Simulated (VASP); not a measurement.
Data:

```
BiGd
1.0
    3.94409     0.00000     0.00000
    0.00000     3.94409     0.00000
    0.00000     0.00000     3.94409
Gd Bi
1 1
Cartesian
  0.00000   0.00000   0.00000
  1.97204   1.97204   1.97204
```
Starting moments (μB, in the order of the record's atoms Gd Bi): 7.0 0.0.

Method: PBE GGA, VASP's PBE PAW potentials (set 64) (plane waves; VASP). Numerical set-up: 300 eV cut-off, 7×7×7 Γ-centred mesh, Gaussian smearing of 0.050 eV, potentials Gd Bi_d.

At this cut-off the stress carries a Pulay error, which pulls relaxed volumes low.

**Question.** Give the stress tensor in GPa (positive for a compressed cell).

**Answer.** 
```
-1.03   0.00   0.00
 0.00  -1.03   0.00
 0.00   0.00  -1.03
```
The pressure is its mean diagonal, -1.03 GPa.

The structure was generated: GdBi was put into an ordered model structure, which need not be its known phase. The cell was not relaxed at this level.
